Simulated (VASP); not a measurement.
## GW-BSE spectrum of MgO (Periclase)

Wanted: the lowest vertical excitons of MgO (Periclase) and its absorption. The cell is of the rock-salt type, one of the forms listed for this formula. The start is a cell from a database of measured crystal structures.

Calculated with VASP 6.6.1; PBE; plane waves and PAW (Mg_GW, O_GW), in the first sound run; inputs show where later runs differ.

**Measured values to reproduce.**

“Electronic structure of alkaline earth and post-transition metal oxides” (2009, arxiv:0908.1581) quotes from earlier work for MgO, rocksalt (bulk crystal): band gap (literature experimental gap) 7.83 eV [Literature value based on experiment; other listed experimental values range from 7.7 to …].

Report form: the programs' logs are mostly left out.

The database entry behind the starting cell differs from later determinations by our own check (about 0.1 % long), so it need not match the best structure at ambient conditions.

## 1. Set-up

Symmetry: Fm-3m, No. 225, cubic system. Conventional cell: a = 4.217 Å, b = 4.217 Å, c = 4.217 Å, α = 90.00°, β = 90.00°, γ = 90.00°. Nearest to Mg lie 6 O at 2.11 Å. Nearest to O lie 6 Mg at 2.11 Å. Farther neighbours and most contacts between anions are not listed.

## 2. Ground state

The orbitals come from a self-consistent PBE run with a tight EDIFF and a narrow smearing. KPOINTS_OPT adds the bands along a path, which shows whether the mesh holds the band edges.

INCAR

```
SYSTEM = MgO
PREC = Accurate
ENCUT = 440
EDIFF = 1E-08
NELM = 100
ISMEAR = 0
SIGMA = 0.01
LREAL = .FALSE.
ALGO = Normal
GGA = PE
NBANDS = 10
LORBIT = 11
LWAVE = .TRUE.
LCHARG = .FALSE.
KPAR = 8
```

POSCAR

```
MgO
1.0
    0.0000000000      2.1085000000      2.1085000000
    2.1085000000      0.0000000000      2.1085000000
    2.1085000000      2.1085000000      0.0000000000
Mg O
1 1
Direct
    0.0000000000      0.0000000000      0.0000000000
    0.5000000000      0.5000000000      0.5000000000
```

KPOINTS

```
Automatic mesh
0
Gamma
8 8 8
0 0 0
```

KPOINTS_OPT

```
Line mode
12
Line-mode
Reciprocal
  0.00000000   0.00000000   0.00000000 GAMMA
  0.50000000   0.00000000   0.50000000 X

  0.50000000   0.00000000   0.50000000 X
  0.50000000   0.25000000   0.75000000 W

  0.50000000   0.25000000   0.75000000 W
  0.37500000   0.37500000   0.75000000 K

  0.37500000   0.37500000   0.75000000 K
  0.00000000   0.00000000   0.00000000 GAMMA

  0.00000000   0.00000000   0.00000000 GAMMA
  0.50000000   0.50000000   0.50000000 L

  0.50000000   0.50000000   0.50000000 L
  0.62500000   0.25000000   0.62500000 U

  0.62500000   0.25000000   0.62500000 U
  0.50000000   0.25000000   0.75000000 W

  0.50000000   0.25000000   0.75000000 W
  0.50000000   0.50000000   0.50000000 L

  0.50000000   0.50000000   0.50000000 L
  0.37500000   0.37500000   0.75000000 K

  0.62500000   0.25000000   0.62500000 U
  0.50000000   0.00000000   0.50000000 X
```

Potentials, in the order of the species: Mg_GW and O_GW (PBE family, release 64).

Launch:

```bash
mpirun -np 8 vasp_std
```

It took 3.2 s on 8 MPI ranks of Intel Xeon 6975P-C (Granite Rapids), shared host; peak memory 0.99 GiB.

Numbers from this step:

| Property | Result |
| --- | --- |
| free energy (TOTEN) | -11.92 eV |
| Fermi energy | 3.204 eV |
| pressure | -0.2976 GPa |
| least gap on mesh and path | 4.691 eV |
| least direct gap on mesh and path | 4.691 eV |

The highest empty bands on the path are converged less tightly, to about 0.1 eV. Electronic bands along the path, in eV, zero at the valence-band top; v1 is the highest filled band, c1 the lowest empty one:

| point | v3 | v2 | v1 | c1 | c2 |
| --- | --- | --- | --- | --- | --- |
| Γ | 0.00 | 0.00 | 0.00 | 4.69 | 15.79 |
| 0.55 of the way | -2.87 | -0.82 | -0.82 | 8.40 | 10.81 |
| X | -4.07 | -1.34 | -1.34 | 9.12 | 9.93 |
| 0.55 of the way | -3.71 | -1.98 | -1.59 | 10.14 | 10.96 |
| W | -2.94 | -2.94 | -1.76 | 11.63 | 11.63 |
| 0.45 of the way | -3.31 | -2.69 | -1.49 | 10.74 | 11.89 |
| K | -3.48 | -2.70 | -1.14 | 10.08 | 11.73 |
| 0.45 of the way | -3.14 | -1.39 | -0.46 | 8.51 | 11.86 |
| Γ | 0.00 | 0.00 | 0.00 | 4.69 | 15.79 |
| 0.55 of the way | -2.95 | -0.38 | -0.38 | 7.26 | 12.42 |
| L | -4.60 | -0.65 | -0.65 | 7.88 | 12.56 |
| 0.45 of the way | -4.21 | -1.57 | -0.81 | 9.06 | 12.31 |
| U | -3.48 | -2.70 | -1.14 | 10.08 | 11.73 |
| 0.45 of the way | -3.36 | -2.69 | -1.40 | 10.56 | 11.84 |
| W | -2.94 | -2.94 | -1.76 | 11.63 | 11.63 |
| 0.45 of the way | -3.88 | -2.08 | -1.05 | 9.90 | 12.10 |
| L | -4.60 | -0.65 | -0.65 | 7.88 | 12.56 |
| 0.45 of the way | -4.21 | -1.57 | -0.81 | 9.06 | 12.31 |
| K | -3.48 | -2.70 | -1.14 | 10.08 | 11.73 |
| jump to U | -3.48 | -2.70 | -1.14 | 10.08 | 11.73 |
| 0.45 of the way | -3.89 | -1.87 | -1.28 | 9.56 | 10.55 |
| X | -4.07 | -1.34 | -1.34 | 9.12 | 9.93 |

Of the projections kept (Mg, O), the largest for each band there; the rest of the weight can lie on other orbitals:

| point | v3 | v2 | v1 | c1 | c2 |
| --- | --- | --- | --- | --- | --- |
| Γ | O 0.98 | O 0.98 | O 0.98 | O 0.54 | Mg 1.00 |
| X | O 0.84 | O 0.93 | O 0.93 | Mg 1.00 | Mg 0.89 |
| W | O 0.87 | O 0.87 | O 0.89 | O 0.68 | O 0.68 |
| K | O 0.86 | O 0.86 | O 0.94 | Mg 0.68 | Mg 0.67 |
| Γ | O 0.98 | O 0.98 | O 0.98 | O 0.54 | Mg 1.00 |
| L | O 0.79 | O 0.96 | O 0.96 | Mg 0.60 | O 0.72 |

The cell has a gap of 4.69 eV on mesh and path.

## 3. Empty bands

ALGO = Exact makes the empty bands from the converged ground state in one step. LOPTICS writes the k-derivatives of the orbitals (WAVEDER), which give the long-wavelength limit of the screening.

INCAR

```
SYSTEM = MgO
PREC = Accurate
ENCUT = 440
ISMEAR = 0
SIGMA = 0.01
LREAL = .FALSE.
GGA = PE
NBANDS = 48
ALGO = Exact
NELM = 1
LWAVE = .TRUE.
LCHARG = .FALSE.
LOPTICS = .TRUE.
NEDOS = 1000
CSHIFT = 0.1
```

POSCAR is that of step 2.

KPOINTS is that of step 2.

Launch:

```bash
mpirun -np 8 vasp_std
```

Elapsed: 3 s, on 8 MPI ranks; peak memory 0.93 GiB; 13 s of CPU time.

The gap is read on the k-mesh alone, so it is an upper bound where the band edges lie off the mesh.

Numbers from this step:

- gap on the k-mesh: 4.691 eV
- least direct gap on the k-mesh: 4.691 eV

WAVECAR now holds 48 bands for 8 electrons. Its independent-particle dielectric tensor has xx, yy, zz = 3.2, 3.2, 3.2 on this mesh, which isn't tested for convergence in mesh or bands and lacks local fields.

## 4. G0W0

This step: G0W0 on PBE; plane waves and PAW (Mg_GW, O_GW) (VASP 6.6.1).

One pass of GW corrects the levels to first order, with G and W from the starting orbitals. LWAVE keeps the quasiparticle levels in WAVECAR, and the W files hold the screened interaction for the next step.

INCAR

```
SYSTEM = MgO
PREC = Accurate
ENCUT = 440
ISMEAR = 0
SIGMA = 0.01
LREAL = .FALSE.
GGA = PE
NBANDS = 48
ALGO = EVGW0
NELMGW = 1
ENCUTGW = 100
NOMEGA = 48
PRECFOCK = Fast
NBANDSGW = 16
LWAVE = .TRUE.
LCHARG = .FALSE.
```

POSCAR is that of step 3.

KPOINTS is that of step 3.

Launch:

```bash
mpirun -np 8 vasp_std
```

Run time: 42 s. Hardware: 8 MPI ranks; peak memory 1.6 GiB.

Numbers from this step:

| Property | Result |
| --- | --- |
| quasiparticle gap on the mesh | 7.023 eV |
| smallest direct quasiparticle gap on the mesh | 7.023 eV |
| gap of the starting orbitals on the mesh | 4.691 eV |

GW takes the gap from 4.691 to 7.023 eV. The value holds for 48 bands, ENCUTGW = 100 eV and this mesh, and isn't shown to be converged in them.

## 5. BSE, Tamm-Dancoff

This step: BSE on G0W0 on PBE; plane waves and PAW (Mg_GW, O_GW) (VASP 6.6.1).

The Bethe-Salpeter equation adds the screened attraction of electron and hole to the quasiparticle pairs; ANTIRES = 0 leaves out the coupling to antiresonant pairs.

INCAR

```
SYSTEM = MgO
PREC = Accurate
ENCUT = 440
ISMEAR = 0
SIGMA = 0.01
LREAL = .FALSE.
GGA = PE
NBANDS = 48
ALGO = BSE
NBANDSO = 4
NBANDSV = 4
OMEGAMAX = 25
NEDOS = 1000
CSHIFT = 0.1
PRECFOCK = Fast
LWAVE = .FALSE.
LCHARG = .FALSE.
ENCUTGW = 100
ANTIRES = 0
```

POSCAR is that of step 4.

KPOINTS is that of step 4.

Launch:

```bash
mpirun -np 8 vasp_std
```

Wall time 53 s (8 MPI ranks); peak memory 3.8 GiB.

This step gave:

```
lowest excitation                     : 6.322 eV
direct gap less the lowest excitation : 0.7008 eV
```

The imaginary dielectric function, xx has structure finer than the step of the table below, so its rows give means over 1 eV, whole bins alone (the curve runs from 0 to 25 eV). Peaks (eV: height): 7.3: 10.0, 8.7: 7.10, 9.1: 6.48, 10.0: 6.79, 10.8: 5.59, 12.0: 12.6, 16.0: 5.84.

From 4 filled and 4 empty bands alone, without any pair above OMEGAMAX = 25 eV, so strength is missing wherever others contribute; lines are broadened by CSHIFT, which also makes the tail under the first line. The imaginary dielectric function, xx by photon energy; means over each step:

| photon energy (eV) | imaginary dielectric function, xx |
| --- | --- |
| 1 | 0.00440 |
| 2 | 0.00960 |
| 3 | 0.0170 |
| 4 | 0.0302 |
| 5 | 0.0658 |
| 6 | 0.919 |
| 7 | 2.84 |
| 8 | 1.71 |
| 9 | 4.22 |
| 10 | 3.58 |
| 11 | 2.38 |
| 12 | 4.90 |
| 13 | 2.12 |
| 14 | 2.06 |
| 15 | 1.68 |
| 16 | 3.34 |
| 17 | 2.36 |
| 18 | 1.31 |
| 19 | 1.08 |
| 20 | 0.502 |
| 21 | 0.249 |
| 22 | 0.126 |
| 23 | 0.0998 |
| 24 | 0.0292 |

Some of the lowest 40 states alone, with states under 2.5 meV apart joined, scaled to the strongest line shown. Lines of the exciton spectrum (strongest = 100):

| position (eV) | lines merged | oscillator strength |
| --- | --- | --- |
| 6.322 | 3 | 33 |
| 7.251 | 3 | 100 |
| 7.473 | 3 | 0.0 |
| 7.488 | 2 | 0.0 |
| 7.553 | 3 | 0.0 |
| 7.566 | 5 | 0.0 |
| 7.970 | 3 | 24 |
| 8.013 | 3 | 0.0 |
| 8.035 | 3 | 0.0 |
| 8.053 | 3 | 0.0 |
| 8.448 | 1 | 0.0 |
| 8.453 | 3 | 19 |
| 8.520 | 3 | 0.0 |
| 8.543 | 1 | 0.0 |

The lowest excitation lies at 6.322 eV, -701 meV against the direct gap of these orbitals. No second mesh in this session tests these energies, peaks and heights.

## 6. Without the electron-hole attraction

This step: BSE on G0W0 on PBE, without the electron-hole attraction; plane waves and PAW (Mg_GW, O_GW) (VASP 6.6.1).

LADDER = .FALSE. removes the attraction and keeps the local fields, which shows what the attraction does.

INCAR, as its differences from that of step 5:

```diff
@@ -19 +19,2 @@
 ANTIRES = 0
+LADDER = .FALSE.
```

POSCAR is that of step 5.

KPOINTS is that of step 5.

Launch:

```bash
mpirun -np 8 vasp_std
```

Run time: 41 s. Hardware: 8 MPI ranks; peak memory 3.6 GiB; 5.2 min of CPU time.

This step gave:

```yaml
lowest_excitation: 7.025 eV
```

The imaginary dielectric function, xx has structure finer than the step of the table below, so its rows give means over 1 eV, whole bins alone (the curve runs from 0 to 25 eV). Peaks (eV: height): 11.9: 6.54, 13.4: 7.74, 14.2: 4.24, 14.8: 5.40, 15.2: 4.20, 18.8: 5.02, 21.0: 5.46.

From 4 filled and 4 empty bands alone, without any pair above OMEGAMAX = 25 eV, so strength is missing wherever others contribute; lines are broadened by CSHIFT, which also makes the tail under the first line. Table of imaginary dielectric function, xx by photon energy; means over each step:

| photon energy (eV) | imaginary dielectric function, xx |
| --- | --- |
| 1 | 0.00183 |
| 2 | 0.00384 |
| 3 | 0.00630 |
| 4 | 0.00968 |
| 5 | 0.0153 |
| 6 | 0.0303 |
| 7 | 0.236 |
| 8 | 0.698 |
| 9 | 0.722 |
| 10 | 1.52 |
| 11 | 1.73 |
| 12 | 3.35 |
| 13 | 3.72 |
| 14 | 3.19 |
| 15 | 3.59 |
| 16 | 1.42 |
| 17 | 1.79 |
| 18 | 2.24 |
| 19 | 3.18 |
| 20 | 2.65 |
| 21 | 2.91 |
| 22 | 1.37 |
| 23 | 0.562 |
| 24 | 0.554 |

The lowest excitation lies at 7.025 eV, +703 meV against the Tamm-Dancoff singlet. No second mesh in this session tests these energies, peaks and heights.

## 7. Independent quasiparticles

This step: BSE on G0W0 on PBE, independent quasiparticles; plane waves and PAW (Mg_GW, O_GW) (VASP 6.6.1).

With LADDER and LHARTREE off the pairs don't interact at all, so the lowest line must equal the direct gap.

INCAR, as its differences from that of step 6:

```diff
@@ -20 +20,2 @@
 LADDER = .FALSE.
+LHARTREE = .FALSE.
```

POSCAR is that of step 6.

KPOINTS is that of step 6.

Launch:

```bash
mpirun -np 8 vasp_std
```

The job ended after 31 s (8 MPI ranks; peak memory 3.6 GiB).

Numbers from this step:

- lowest excitation: 7.023 eV

The imaginary dielectric function, xx has structure finer than the step of the table below, so its rows give means over 0.5 eV, whole bins alone (the curve runs from 0 to 25 eV). Peaks (eV: height): 11.84: 6.74, 13.34: 7.84, 14.21: 4.81, 14.76: 5.61, 15.14: 4.34, 17.59: 4.24, 18.67: 5.91.

From 4 filled and 4 empty bands alone, without any pair above OMEGAMAX = 25 eV, so strength is missing wherever others contribute; lines are broadened by CSHIFT, which also makes the tail under the first line. Imaginary dielectric function, xx against photon energy; means over each step:

photon energy (eV), imaginary dielectric function, xx and a bar:
```
      0.5       0.00 
      1.0       0.00 
      1.5       0.00 
      2.0       0.00 
      2.5       0.01 
      3.0       0.01 
      3.5       0.01 
      4.0       0.01 
      4.5       0.01 
      5.0       0.02 
      5.5       0.02 
      6.0       0.03 
      6.5       0.06 
      7.0       0.39 ##
      7.5       0.14 #
      8.0       1.03 ######
      8.5       0.97 ######
      9.0       0.55 ###
      9.5       1.01 ######
     10.0       1.58 #########
     10.5       2.14 #############
     11.0       2.19 #############
     11.5       2.62 ################
     12.0       3.81 #######################
     12.5       1.96 ############
     13.0       3.77 #######################
     13.5       5.02 ##############################
     14.0       3.31 ####################
     14.5       4.10 ########################
     15.0       3.78 #######################
     15.5       2.10 #############
     16.0       1.74 ##########
     16.5       1.72 ##########
     17.0       2.44 ###############
     17.5       3.15 ###################
     18.0       2.40 ##############
     18.5       4.47 ###########################
     19.0       3.01 ##################
     19.5       2.55 ###############
     20.0       2.14 #############
     20.5       2.20 #############
     21.0       2.00 ############
     21.5       0.78 #####
     22.0       0.69 ####
     22.5       0.35 ##
     23.0       0.27 ##
     23.5       0.25 #
     24.0       0.30 ##
     24.5       0.16 #
```

The lowest excitation lies at 7.023 eV, +701 meV against the Tamm-Dancoff singlet. No second mesh in this session tests these energies, peaks and heights.

## 8. Summary

This step: BSE on G0W0 on PBE; plane waves and PAW (VASP 6.6.1).

No new run; the numbers come from the runs before.

Cost is wall time times ranks on a shared host, for this step alone, without the steps before it. Excitations by level:

| level | first excitation (eV) | cost (core minutes) |
| --- | --- | --- |
| BSE, Tamm-Dancoff | 6.322 | 7.07 |
| without the electron-hole attraction | 7.025 | 5.47 |
| independent quasiparticles | 7.023 | 4.13 |

## 9. Summary of results

* BSE, Tamm-Dancoff: lowest vertical excitation 6.322 eV; direct gap 7.023 eV
* without the electron-hole attraction: lowest vertical excitation 7.025 eV; direct gap 7.023 eV
* independent quasiparticles: lowest vertical excitation 7.023 eV; direct gap 7.023 eV

What this shows: The Bethe-Salpeter equation puts the lowest vertical singlet excitation at 6.322 eV, 0.70 eV below the direct gap of 7.023 eV; the states within 10 meV of it carry 33 % of the strength of the strongest such group among the lowest 40 states. The attraction moves the centre of weight of eps2 xx over the computed range by -3.49 eV against the run without the attraction. The spectra were run on one mesh, so the distance from the gap isn't shown to be converged; coarse meshes tend to overstate it. Bands, response cutoff and mesh of the GW step weren't tested in this session. Only the bands set by NBANDSO and NBANDSV form pairs, and any pair above OMEGAMAX = 25 eV is dropped, so the spectrum is that of this window; the window can cut degenerate bands. Not tabulated here, as repeats of values shown or as unfit to read for their mesh, reference level or band range: eps2 curves (empty bands); eps1 curves and static values (BSE, empty bands, independent quasiparticles, without the electron-hole attraction); line lists of runs without attraction (independent quasiparticles, without the electron-hole attraction).

Computed beside measured:

```
                 quantity  measured              PBE      G0W0 on PBE
band gap (least gap) (eV)      7.83  4.69 (-3.14 eV)  7.02 (-0.81 eV)
```

Measured values from arxiv:0908.1581 (2009).

How well it matches: For the band gap, of the levels listed nearest comes G0W0 on PBE (-0.81 eV, fair agreement) and farthest PBE (-3.14 eV, a clear miss). Zero-point and thermal motion shift the measured gap. No cell relaxation is part of this session.

[Lines on the potential files, build, host, timing and source positions are cut from VASP's logs without a mark.]

[Logs are printed without paths, hosts, clocks, repeated set-up lines and the standing remarks that a program may print on its own settings, such as how far it seeks lower states.]

[Hosts, paths, dates, database ids (printed as entryN), source tags and the programs' standing remarks are cut or masked in the printed files.]

[Pressures printed for these runs are not shown converged in the cutoff: they can be off by several GPa and have the wrong sign.]
